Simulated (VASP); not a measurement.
Here is a VASP 6.6.1 calculation.

File INCAR:

```
  ALGO = All
  EDIFF = 1E-5
  ENCUT = 450
  GGA = PS
  ISIF = 2
  ISMEAR = 0
  ISPIN = 2
  ISYM = 0
  KPAR = 4
  LASPH = True
  LCHARG = False
  LDAU = True
  LDAUJ = 0 0 0
  LDAUL = 2 -1 -1
  LDAUPRINT = 1
  LDAUTYPE = 2
  LDAUU = 3 0 0
  LMAXMIX = 4
  LORBIT = 11
  LREAL = Auto
  LWAVE = False
  MAGMOM = 1 0 0 0 0 0 0 0 0 0 0 0 0 0 0 0 0 0 0 0 0 0 0 0 0 0 0 0 0 0 0 0
  NBANDS = 94
  NELM = 120
  PREC = Accurate
  SIGMA = 0.03
```

KPOINTS

```
k-points
0
Gamma
  3 3 2
```

Contents of POSCAR:

```
TiAl15N16
1.0
    6.2200008610      0.0000000000      0.0000000000
   -3.1100004305      5.3866787572      0.0000000000
    0.0000000000      0.0000000000      9.9600000000
Ti Al N
1 15 16
Direct
    0.3333333333      0.1666666667      0.0000000000
    0.3333333333      0.1666666667      0.5000000000
    0.3333333333      0.6666666667      0.0000000000
    0.3333333333      0.6666666667      0.5000000000
    0.8333333333      0.1666666667      0.0000000000
    0.8333333333      0.1666666667      0.5000000000
    0.8333333333      0.6666666667      0.0000000000
    0.8333333333      0.6666666667      0.5000000000
    0.1666666667      0.3333333333      0.2500000000
    0.1666666667      0.3333333333      0.7500000000
    0.1666666667      0.8333333333      0.2500000000
    0.1666666667      0.8333333333      0.7500000000
    0.6666666667      0.3333333333      0.2500000000
    0.6666666667      0.3333333333      0.7500000000
    0.6666666667      0.8333333333      0.2500000000
    0.6666666667      0.8333333333      0.7500000000
    0.3333333333      0.1666666667      0.1910000000
    0.3333333333      0.1666666667      0.6910000000
    0.3333333333      0.6666666667      0.1910000000
    0.3333333333      0.6666666667      0.6910000000
    0.8333333333      0.1666666667      0.1910000000
    0.8333333333      0.1666666667      0.6910000000
    0.8333333333      0.6666666667      0.1910000000
    0.8333333333      0.6666666667      0.6910000000
    0.1666666667      0.3333333333      0.4410000000
    0.1666666667      0.3333333333      0.9410000000
    0.1666666667      0.8333333333      0.4410000000
    0.1666666667      0.8333333333      0.9410000000
    0.6666666667      0.3333333333      0.4410000000
    0.6666666667      0.3333333333      0.9410000000
    0.6666666667      0.8333333333      0.4410000000
    0.6666666667      0.8333333333      0.9410000000
```

Potentials or basis: VASP PAW PBE potentials, release 64 (Ti_sv, Al, N).

Command:

```sh
$ cat potpaw_PBE.64/Ti_sv/POTCAR potpaw_PBE.64/Al/POTCAR potpaw_PBE.64/N/POTCAR > POTCAR
$ mpirun -np 4 vasp_std > vasp.out
```

Q: Estimate the net moment.

A: 1.00 μB per cell.

Q: Predict the band gap on the k mesh.

A: 0.48 eV, indirect (least direct gap 0.68 eV).

Forces in eV/Å, atoms in the order of the input:
```
Ti   0.236  0.135 -0.574
Al   0.004  0.002 -0.153
Al  -0.178 -0.103  0.050
Al  -0.005 -0.003 -0.027
Al   0.038  0.160  0.047
Al  -0.002  0.007 -0.030
Al   0.157 -0.047  0.047
Al   0.005 -0.006 -0.030
Al   0.077  0.083  0.020
Al  -0.112  0.118 -0.050
Al   0.111  0.026  0.021
Al   0.047 -0.156 -0.050
Al  -0.049 -0.029  0.193
Al   0.093  0.053 -0.061
Al  -0.046 -0.026  0.058
Al  -0.019 -0.011 -0.057
N    0.163  0.092  2.823
N    0.002  0.001  0.138
N   -0.012 -0.007 -0.074
N    0.050  0.029 -0.007
N    0.027 -0.022 -0.030
N   -0.019 -0.030  0.048
N   -0.006  0.034 -0.030
N   -0.035 -0.002  0.049
N   -0.052 -0.005  0.074
N   -2.463  1.198 -0.952
N   -0.031 -0.042  0.074
N   -0.196 -2.731 -0.950
N    0.026  0.015  0.051
N    2.175  1.257 -0.619
N    0.014  0.008  0.011
N    0.000  0.000 -0.014
```

Caveat: the PAW data sets were made with another functional, which shifts forces and pressure a little. The state reached can hang on the start; a lower one may exist.
